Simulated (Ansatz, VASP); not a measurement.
**One calculation of Sc2InN3, two programs**

```
Sc In N
1.0
     5.66331    0.00000    0.00000
    -2.83165    4.90457    0.00000
     0.00000    0.00000    2.99419
Sc In N
2 1 3
Direct
  0.33333 0.66667 0.50000
  0.66667 0.33333 0.50000
  0.00000 0.00000 0.50000
  0.00000 0.50000 0.00000
  0.50000 0.00000 0.00000
  0.50000 0.50000 0.00000
```

Change from the starting cell: species swapped into the SmB2Ir3 type (P6/mmm, No. 191).

Alike in both runs: functional PBE; k mesh 6 × 6 × 6; occupations gaussian, width 0.1 eV; no spin polarisation.

Ansatz relaxed the structure, and its values are those at the end. VASP's run is a single point on that final structure, the one shown.

|  | VASP | Ansatz |
| --- | --- | --- |
| version | VASP 6.6.1 | Ansatz 0.2.0 |
| potentials or method | VASP PAW PBE potentials, release 64 (Sc_sv, In_d, N) | scalar-relativistic, plane waves, PAW |
| plane-wave cutoff (eV) | 520 | 420 |
| valence electrons in the cell | 50 | 50 |

|  | VASP | Ansatz | Ansatz less VASP |
| --- | --- | --- | --- |
| gap on the k mesh at the Fermi level (eV) | none | none | - |
| pressure (GPa) | 0.3 | -0.2 | -0.53 |

A gap of «none» marks a metal or a gap that the smearing closes. The functional is the same, so the differences come from potentials, cutoffs and numerics.
